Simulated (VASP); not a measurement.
Data:

```yaml
crystal:
  lattice:
    - [1.22650, -2.12435, 0.00000]
    - [1.22650, 2.12435, 0.00000]
    - [0.00000, 0.00000, 6.89989]
  atoms:
    - { symbol: C, position: [0.00000, 0.00000, 0.25000] }
    - { symbol: C, position: [0.00000, 0.00000, 0.75000] }
    - { symbol: C, position: [0.33333, 0.66667, 0.25000] }
    - { symbol: C, position: [0.66667, 0.33333, 0.75000] }
```

These are SCAN meta-GGA, VASP's PBE PAW potentials (set 64) (plane waves; VASP) values and carry that method's errors. Run with 520 eV cut-off, 12×12×4 Γ-centred mesh, tetrahedra with Blöchl corrections, potentials C.

Give the energies of bands 3 to 10 at the high-symmetry points, in eV from the Fermi level.

```
band      Γ       M       K      A       L       H
----  -----  ------  ------  -----  ------  ------
3     -8.94  -14.10  -13.49  -8.14  -14.07  -13.49
4     -7.18  -14.03  -13.41  -8.14  -14.07  -13.49
5     -3.36   -6.90  -11.16  -3.36   -6.88  -11.16
6     -3.36   -6.86  -11.16  -3.36   -6.88  -11.16
7     -3.35   -2.88   -0.55  -3.36   -2.52    0.01
8     -3.35   -2.26   -0.01  -3.36   -2.52    0.01
9      3.97    1.59   -0.01   6.52    1.75    0.02
10     8.94    2.26    0.67   6.52    1.75    0.02
```

It has no gap at this level: it comes out as a metal or semimetal.

The compound is C in the graphite structure. It was relaxed first.
